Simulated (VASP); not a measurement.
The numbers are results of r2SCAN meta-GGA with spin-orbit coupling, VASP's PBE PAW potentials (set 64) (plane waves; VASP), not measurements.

A VASP calculation is set up with these files.

**INCAR**
```
PREC = Accurate
METAGGA = R2SCAN
SYSTEM = Y
NELM = 100
LSORBIT = T
LREAL = F
LMIXTAU = T
EDIFF = 1E-6   ! SCF stop (eV)
MAGMOM = 6*0
SIGMA = 0.05
LCHARG = F
LMAXMIX = 4   ! l cut-off of mixed one-centre charges
GGA_COMPAT = F
LASPH = T
ENCUT = 400
ISMEAR = 0
ALGO = Normal   ! blocked Davidson
LWAVE = F
```

**KPOINTS_OPT**
```
k-points along high-symmetry lines
5
Line-mode
Reciprocal
  0.000000   0.000000   0.000000 ! GAMMA
 -0.000000   0.500000   0.000000 ! M

 -0.000000   0.500000   0.000000 ! M
 -0.333333   0.666667   0.000000 ! K

 -0.333333   0.666667   0.000000 ! K
  0.000000   0.000000   0.000000 ! GAMMA

  0.000000   0.000000   0.000000 ! GAMMA
  0.000000   0.000000   0.500000 ! A

  0.000000   0.000000   0.500000 ! A
 -0.000000   0.500000   0.500000 ! L

 -0.000000   0.500000   0.500000 ! L
 -0.333333   0.666667   0.500000 ! H

 -0.333333   0.666667   0.500000 ! H
  0.000000   0.000000   0.500000 ! A

 -0.000000   0.500000   0.500000 ! L
 -0.000000   0.500000   0.000000 ! M

 -0.333333   0.666667   0.500000 ! H
 -0.333333   0.666667   0.000000 ! K
```

KPOINTS:
```
Automatic mesh
0
Gamma
10 10 6
0 0 0
```

**POSCAR**
```
Y
1.0
  1.8420953777  -3.1906030706   0.0000000000
  1.8420953777   3.1906030706   0.0000000000
  0.0000000000   0.0000000000   5.6752464321
Y
2
Direct
  0.3333330000   0.6666670000   0.2500000000
  0.6666670000   0.3333330000   0.7500000000
```

POTCAR, in this order: Y_sv (PBE.64 set). Program: vasp_ncl.

Output of the run:

OUTCAR:
```
 ion  position               nearest neighbor table
   1  0.333  0.667  0.250-   2 3.55   2 3.55   2 3.55   2 3.55   2 3.55   2 3.55
   2  0.667  0.333  0.750-   1 3.55   1 3.55   1 3.55   1 3.55   1 3.55   1 3.55
  LATTYP: Found a hexagonal cell.
 ALAT       =     3.6841910014
 C/A-ratio  =     1.5404321953
 Subroutine PRICEL returns:
 Original cell was already a primitive cell.
 Subroutine GETGRP returns: Found 24 space group operations
The static configuration has the point symmetry D_3d.
 The point group associated with its full space group is D_6h.
The dynamic configuration has the point symmetry D_3d.
The overall configuration has the point symmetry D_3d.
 Subroutine INISYM returns: Found 24 space group operations
 Subroutine IBZKPT returns following result:
 Found     56 irreducible k-points:

 Following reciprocal coordinates:
            Coordinates               Weight
  0.000000  0.000000  0.000000      1.000000
  0.100000 -0.000000  0.000000      6.000000
  0.200000 -0.000000  0.000000      6.000000
  0.300000  0.000000  0.000000      6.000000
  0.400000  0.000000  0.000000      6.000000
  0.500000  0.000000  0.000000      3.000000
  0.100000  0.100000  0.000000      6.000000
  0.200000  0.100000  0.000000     12.000000
  0.300000  0.100000  0.000000     12.000000
  0.400000  0.100000  0.000000     12.000000
  0.200000  0.200000  0.000000      6.000000
  0.300000  0.200000  0.000000     12.000000
  0.400000  0.200000  0.000000      6.000000
  0.300000  0.300000  0.000000      6.000000
  0.000000  0.000000  0.166667      2.000000
  0.100000 -0.000000  0.166667     12.000000
  0.200000 -0.000000  0.166667     12.000000
  0.300000  0.000000  0.166667     12.000000
  0.400000  0.000000  0.166667     12.000000
  0.500000  0.000000  0.166667      6.000000
  0.100000  0.100000  0.166667     12.000000
...
```

File OSZICAR:
```
       N       E                     dE             d eps       ncg     rms          rms(c)
DAV:   1     0.718768029462E+02    0.71877E+02   -0.98957E+03  3408   0.120E+03
DAV:   2    -0.343055558217E+02   -0.10618E+03   -0.10261E+03  3908   0.308E+02
DAV:   3    -0.469569768607E+02   -0.12651E+02   -0.12265E+02  5754   0.550E+01
DAV:   4    -0.480111946004E+02   -0.10542E+01   -0.10480E+01  4806   0.168E+01
DAV:   5    -0.480585006724E+02   -0.47306E-01   -0.47281E-01  4768   0.282E+00    0.318E+01
DAV:   6    -0.392334775416E+02    0.88250E+01   -0.88485E+00  4692   0.150E+01    0.220E+01
DAV:   7    -0.401008049821E+02   -0.86733E+00   -0.45889E+00  4746   0.114E+01    0.420E+00
DAV:   8    -0.394998073026E+02    0.60100E+00   -0.21987E+00  4632   0.108E+01    0.519E+00
DAV:   9    -0.404206454892E+02   -0.92084E+00   -0.15025E+00  3480   0.992E+00    0.313E+00
DAV:  10    -0.406393238205E+02   -0.21868E+00   -0.88126E-02  3688   0.298E+00    0.928E-01
DAV:  11    -0.406454748714E+02   -0.61511E-02   -0.27533E-02  4306   0.126E+00    0.508E-01
DAV:  12    -0.406396081452E+02    0.58667E-02   -0.72899E-03  3576   0.937E-01    0.309E-01
DAV:  13    -0.406426940100E+02   -0.30859E-02   -0.99926E-03  3540   0.958E-01    0.180E-01
DAV:  14    -0.406431307012E+02   -0.43669E-03   -0.11640E-03  4120   0.278E-01    0.662E-02
DAV:  15    -0.406432034645E+02   -0.72763E-04   -0.10296E-04  4764   0.745E-02    0.483E-02
DAV:  16    -0.406432015262E+02    0.19383E-05   -0.49567E-05  3828   0.650E-02    0.394E-02
DAV:  17    -0.406432071839E+02   -0.56577E-05   -0.83333E-06  4240   0.283E-02    0.207E-02
DAV:  18    -0.406432040428E+02    0.31410E-05   -0.41130E-05  3660   0.546E-02    0.431E-03
DAV:  19    -0.406432076100E+02   -0.35672E-05   -0.74904E-06  3616   0.225E-02    0.557E-03
DAV:  20    -0.406432083682E+02   -0.75819E-06   -0.66254E-07  2554   0.721E-03
   1 F= -.40643208E+02 E0= -.40641505E+02  d E =-.340654E-02  mag=     0.0000    -0.0000     0.0000
       N       E                     dE             ncg
```

OUTCAR:
```
------------------------ aborting loop because EDIFF is reached ----------------------------------------
  FORCE on cell =-STRESS in cart. coord.  units (eV):
  Direction    XX          YY          ZZ          XY          YZ          ZX
  --------------------------------------------------------------------------------------
  Total       -0.0031045     -0.0031045      0.0030727      0.0000000     -0.0000000      0.0000000
  in kB       -0.0745591     -0.0745591      0.0737959      0.0000000     -0.0000000      0.0000000
  external PRESSURE =      -0.0251074 kB  Pullay stress =       0.0000000 kB
  volume of cell :       66.71
      direct lattice vectors                 reciprocal lattice vectors
     1.842095378 -3.190603071  0.000000000     0.271430028 -0.156710186  0.000000000
     1.842095378  3.190603071  0.000000000     0.271430028  0.156710186  0.000000000
     0.000000000  0.000000000  5.675246432     0.000000000  0.000000000  0.176203802
 POSITION                                       TOTAL-FORCE (eV/Angst)
 -----------------------------------------------------------------------------------
      1.84210      1.06354      1.41881        -0.000000      0.000000      0.000000
      1.84210     -1.06354      4.25643         0.000000     -0.000000     -0.000000
 -----------------------------------------------------------------------------------
    total drift:                               -0.000069      0.000000      0.000000
  FREE ENERGIE OF THE ION-ELECTRON SYSTEM (eV)
  ---------------------------------------------------
  free  energy   TOTEN  =       -40.6432083682 eV

  energy  without entropy=      -40.6398018322  energy(sigma->0) =      -40.64150510

 Ion:    1  E_soc:     -0.0952951

 Ion:    2  E_soc:     -0.0952951
```
(Selected blocks of OUTCAR.)

The compound is Y in the hcp structure. It was relaxed first.
